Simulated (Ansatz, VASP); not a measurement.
# Cross-check of C (Diamond) between VASP and Ansatz

One calculation is typed for both programs; each brings its own data sets. How far apart do they land? The cell is taken from a series of runs on this material, whose earlier steps may have relaxed, scaled, displaced or heated it; both programs get it as it stands.

Main program and level: Ansatz 0.2.0; plane waves, with VASP 6.6.1 beside it; single point at HF with an exact-exchange share of 1.

### Step 1. The structure

It takes space group Fd-3m (No. 227, cubic). The conventional cell has a = 3.567 Å, b = 3.567 Å, c = 3.567 Å, α = 90.00°, β = 90.00°, γ = 90.00°. C has 4 C at 1.54 Å nearest.

Structure file:

```
C
1.0
     0.00000    1.78337    1.78337
     1.78337    0.00000    1.78337
     1.78337    1.78337    0.00000
C
2
Direct
  0.00000 0.00000 0.00000
  0.25000 0.25000 0.25000
```

### Step 2. VASP: single point, HF with an exact-exchange share of 1

A single point gives forces, pressure and levels at one fixed geometry, so differences don't come from the geometry; what else differs is listed under the comparison.

Lines of VASP's logs that name or quote its potential files are left out, and so is its time.

The run reads the wave functions of an earlier VASP run, which isn't shown here.

Contents of INCAR:

```
SYSTEM = C
PREC = Accurate
ENCUT = 520
EDIFF = 1E-06
NELM = 100
ISMEAR = 0
SIGMA = 0.01
LREAL = .FALSE.
ALGO = Normal
LHFCALC = .TRUE.
AEXX = 1
GGA = PE
ALDAC = 0
AGGAC = 0
LASPH = .TRUE.
NBANDS = 10
PRECFOCK = Fast
LORBIT = 11
LWAVE = .FALSE.
LCHARG = .FALSE.
KPAR = 8
ISIF = 2
```

Contents of POSCAR:

```
C
1.0
    0.0000000000      1.7833700000      1.7833700000
    1.7833700000      0.0000000000      1.7833700000
    1.7833700000      1.7833700000      0.0000000000
C
2
Direct
    0.0000000000      0.0000000000      0.0000000000
    0.2500000000      0.2500000000      0.2500000000
```

Contents of KPOINTS:

```
Automatic mesh
0
Gamma
6 6 6
0 0 0
```

PAW data sets: C (PBE family, release 64).

The run is started by

```console
$ mpirun -np 8 vasp_std
```

Numbers of over 12 decimals in the logs are rounded to 6 here.

The log of the run:

```text
[banner, memory and clock lines left out]
running    8 mpi-ranks, on    1 nodes
 distrk:  each k-point on    1 cores,    8 groups
 distr:  one band on    1 cores,    1 groups

 POSCAR found type information on POSCAR C
 POSCAR found :  1 types and       2 ions
|                                                                             |
|           W    W    AA    RRRRR   N    N  II  N    N   GGGG   !!!           |
|           W    W   A  A   R    R  NN   N  II  NN   N  G    G  !!!           |
|           W    W  A    A  R    R  N N  N  II  N N  N  G       !!!           |
|           W WW W  AAAAAA  RRRRR   N  N N  II  N  N N  G  GGG   !            |
|           WW  WW  A    A  R   R   N   NN  II  N   NN  G    G                |
|           W    W  A    A  R    R  N    N  II  N    N   GGGG   !!!           |
|                                                                             |
|     For optimal performance we recommend to set                             |
|       NCORE = 2 up to number-of-cores-per-socket                            |
|     NCORE specifies how many cores store one orbital (NPAR=cpu/NCORE).      |
|     This setting can greatly improve the performance of VASP for DFT.       |
|     The default, NCORE=1 might be grossly inefficient on modern             |
|     multi-core architectures or massively parallel machines. Do your        |
|     Unfortunately you need to use the default for GW and RPA                |
|     calculations (for HF NCORE is supported but not extensively tested      |
|     yet).                                                                   |
|                                                                             |

 LDA part: xc-table for (Slater+PW92), standard interpolation
 found WAVECAR, reading the header
 POSCAR, INCAR and KPOINTS ok, starting setup
 FFT: planning ... GRIDC
 FFT: planning ... GRID_SOFT
 FFT: planning ... GRID
 reading WAVECAR
 the WAVECAR file was read successfully
 initial charge from wavefunction
 entering main loop
       N       E                     dE             d eps       ncg     rms          rms(c)
DAV:   1    -0.305802966557E+02   -0.30580E+02   -0.31295E+00   322   0.150E+01    0.229E+00
DAV:   2    -0.306743355172E+02   -0.94039E-01   -0.21967E-01   346   0.370E+00    0.189E+00
DAV:   3    -0.306736461671E+02    0.68935E-03   -0.20703E-02   346   0.103E+00    0.112E+00
DAV:   4    -0.306705196730E+02    0.31265E-02   -0.34362E-03   334   0.493E-01    0.618E-01
DAV:   5    -0.306691427700E+02    0.13769E-02   -0.71875E-04   328   0.267E-01    0.325E-01
DAV:   6    -0.306686408644E+02    0.50191E-03   -0.22792E-04   330   0.159E-01    0.167E-01
DAV:   7    -0.306684831113E+02    0.15775E-03   -0.10790E-04   326   0.103E-01    0.855E-02
DAV:   8    -0.306684408095E+02    0.42302E-04   -0.50594E-05   326   0.665E-02    0.431E-02
DAV:   9    -0.306684309753E+02    0.98343E-05   -0.19913E-05   324   0.404E-02    0.214E-02
DAV:  10    -0.306684288361E+02    0.21391E-05   -0.65434E-06   314   0.229E-02    0.104E-02
DAV:  11    -0.306684283163E+02    0.51984E-06   -0.17999E-06   188   0.121E-02
   1 F= -.30668428E+02 E0= -.30668428E+02  d E =-.144506E-19
```

From OUTCAR (step 2):

```text
ion  position               nearest neighbor table
   1  0.000  0.000  0.000-   2 1.54   2 1.54   2 1.54   2 1.54
   2  0.250  0.250  0.250-   1 1.54   1 1.54   1 1.54   1 1.54

  LATTYP: Found a face centered cubic cell.
 ALAT       =     3.5667400000

 Subroutine GETGRP returns: Found 48 space group operations
 (whereof 24 operations were pure point group operations)

The static configuration has the point symmetry T_d .
 The point group associated with its full space group is O_h .

 Found     16 irreducible k-points:

   k-points           NKPTS =     16   k-points in BZ     NKDIM =    216   number of bands    NBANDS=     10

   dimension x,y,z NGX =    20 NGY =   20 NGZ =   20
   dimension x,y,z NGXF=    40 NGYF=   40 NGZF=   40

   ENCUT  =  520.0 eV  38.22 Ry    6.18 a.u.   4.69  4.69  4.69*2*pi/ulx,y,z

   NELECT =       8.0000    total number of electrons

 k-points in reciprocal lattice and weights: Automatic mesh
   0.00000000  0.00000000  0.00000000       0.005
   0.16666667  0.00000000  0.00000000       0.037
   0.33333333  0.00000000  0.00000000       0.037
   0.50000000  0.00000000  0.00000000       0.019
   0.16666667  0.16666667  0.00000000       0.028
   0.33333333  0.16666667  0.00000000       0.111
   0.50000000  0.16666667  0.00000000       0.111
  -0.33333333  0.16666667  0.00000000       0.111
  -0.16666667  0.16666667  0.00000000       0.056
[...]
-0.33333333  0.33333333  0.16666667       0.111
  -0.33333333  0.50000000  0.16666667       0.056

  exchange ACFDT corr.  =         0.00000000  see jH, gK, PRB 81, 115126

 average (electrostatic) potential at core
       1 -27.1446       2 -27.1446

 E-fermi :   6.8838

 k-point     1 :       0.0000    0.0000    0.0000
  band No.  band energies     occupation
      1     -22.4058      2.00000
      2       6.8236      2.00000
      3       6.8236      2.00000
      4       6.8236      2.00000
      5      21.7234      0.00000
      6      21.7234      0.00000
      7      21.7234      0.00000
      8      31.6289      0.00000
      9      36.5586      0.00000
    ...

 k-point     2 :       0.1667    0.0000    0.0000
  band No.  band energies     occupation
      1     -21.3979      2.00000
      2       1.9491      2.00000
      3       5.5667      2.00000
      4       5.5667      2.00000
      5      23.4242      0.00000
      6      23.4242      0.00000
      7      23.7048      0.00000
      8      32.4476      0.00000
      9      38.0310      0.00000
    ...

 k-point     3 :       0.3333    0.0000    0.0000
  band No.  band energies     occupation
      1     -18.4469      2.00000
      2      -5.8064      2.00000
      3       3.7871      2.00000
      4       3.7871      2.00000
      5      25.0794      0.00000
      6      25.1103      0.00000
      7      25.1103      0.00000
      8      33.7602      0.00000
      9      39.1618      0.00000
    ...

  Total       -0.4145384     -0.4145384     -0.4145384      0.0000000      0.0000000     -0.0000000
  in kB      -58.5492072    -58.5492072    -58.5492072      0.0000000      0.0000000     -0.0000000
  external PRESSURE =     -58.5492072 kB  Pullay stress =       0.0000000 kB

  energy-cutoff  :      520.00
  volume of cell :       11.34
      direct lattice vectors                 reciprocal lattice vectors
     0.000000000  1.783370000  1.783370000    -0.280368067  0.280368067  0.280368067
     1.783370000  0.000000000  1.783370000     0.280368067 -0.280368067  0.280368067
     1.783370000  1.783370000  0.000000000     0.280368067  0.280368067 -0.280368067

 POSITION                                       TOTAL-FORCE (eV/Angst)
 -----------------------------------------------------------------------------------
      0.00000      0.00000      0.00000        -0.000000      0.000000      0.000000
      0.89168      0.89168      0.89168         0.000000     -0.000000     -0.000000
 -----------------------------------------------------------------------------------
    total drift:                                0.000000      0.000000     -0.000000

  FREE ENERGIE OF THE ION-ELECTRON SYSTEM (eV)
  ---------------------------------------------------
  free  energy   TOTEN  =       -30.6684283163 eV

  energy  without entropy=      -30.6684283163  energy(sigma->0) =      -30.66842832

 total charge
# of ion       s       p       d       tot
------------------------------------------
    1        0.848   1.743   0.000   2.591
    2        0.848   1.743   0.000   2.591
--------------------------------------------------
tot          1.697   3.486   0.000   5.183

[... 3 further parts left out ...]
```

The run ends at a pressure of -5.85 GPa.

(Continued in part 2 of 2.)

[Lines on the potential files, build, host, timing and source positions are cut from VASP's logs without a mark.]

[Logs are printed without paths, hosts, clocks, repeated set-up lines and the standing remarks that a program may print on its own settings, such as how far it seeks lower states.]

[Hosts, paths, dates, database ids (printed as entryN), source tags and the programs' standing remarks are cut or masked in the printed files.]
